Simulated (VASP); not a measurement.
Here is the system:

```xyz
6
Lattice="3.5706 0.0000 0.0000 -1.7853 3.0922 0.0000 0.0000 0.0000 27.2254" Properties=species:S:1:pos:R:3 pbc="T T T"
Te     0.0000     2.0615    11.8509
Te     0.0000     2.0615     8.2238
Te     1.7853     1.0307    19.0016
Te     1.7853     1.0307    15.3745
Mo     1.7853     1.0307    10.0363
Mo     0.0000     2.0615    17.1890
```

Computed with optB88-vdW, VASP's PBE PAW potentials (set 64) (plane waves; VASP). Run with PREC = Normal, 400 eV cut-off, 12×12×1 Γ-centred mesh, Gaussian smearing of 0.050 eV, potentials Te Mo_sv.

Unless said otherwise, spin-orbit coupling is left out, though it shifts the bands of the heavy elements here.

**Question.** Predict the energy per atom (σ→0), band gap (on the k-mesh) with the smallest direct gap where there is one.

**Answer.** 
| Property | Result |
|---|---|
| band gap (on the k-mesh) | 0.99 eV |
| smallest direct gap (on the k-mesh) | 1.01 eV |
| energy per atom (σ→0) | -3.600 eV/atom |

The absolute energy has meaning only against runs of the same code, potentials and settings.

The cell is a sheet with vacuum, built from MoTe2 (2H layered).
